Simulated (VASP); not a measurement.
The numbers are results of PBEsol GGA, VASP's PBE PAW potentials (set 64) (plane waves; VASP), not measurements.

Gaps are without spin-orbit coupling.

```
Item                                                   Value
---------------------------------------------  -------------
volume per atom                                11.86 Å³/atom
band gap (over mesh and band path)                   1.69 eV
smallest direct gap (over mesh and band path)        1.69 eV
```

Task: Which relaxed crystal gives these values?
A. CdS, F-43m (216)
B. Te3As2, C2/m (12)
C. HfO2, Fm-3m (225)
D. MgZnO2, P3m1 (156)

Result: D, MgZnO2, P3m1 (156)
